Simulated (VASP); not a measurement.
Consider the following.

```xyz
1
Lattice="0.0000 1.9600 1.9600 1.9600 0.0000 1.9600 1.9600 1.9600 0.0000" Properties=species:S:1:pos:R:3 pbc="T T T"
Pt     0.0000     0.0000     0.0000
```

Method: PW91 GGA, VASP's PBE PAW potentials (set 64) (plane waves; VASP). Numerical set-up: 520 eV cut-off, 14×14×14 Γ-centred mesh, first-order Methfessel-Paxton smearing of 0.10 eV, potentials Pt.

Energy and stress use the plane-wave basis of the starting cell.

**Question.** The ions, cell shape and volume are relaxed. Predict the relaxed structure.

**Answer.** 
```xyz
1
Lattice="0.0000 1.9895 1.9895 1.9895 0.0000 1.9895 1.9895 1.9895 0.0000" Properties=species:S:1:pos:R:3 pbc="T T T"
Pt     0.0000     0.0000     0.0000
```
Space group Fm-3m (225), at a tolerance of 0.03 Å.

**Question.** How do energy and volume change from the first to the last step?

**Answer.** The energy (σ→0) changes by -25.4 meV/atom and the volume by +4.6 %, in 4 ionic steps.

```csv
step,E(σ→0) (eV),max force (eV/Å),pressure (GPa),volume (Å³)
1,-6.0802,0.000,12.46,15.06
2,-5.9532,0.000,-21.22,17.76
3,-6.1055,0.000,-0.54,15.78
4,-6.1056,0.000,-0.06,15.75
```

The compound is Pt in the fcc structure. This run relaxes it. Symmetry was kept, so distortions that lower it aren't found.
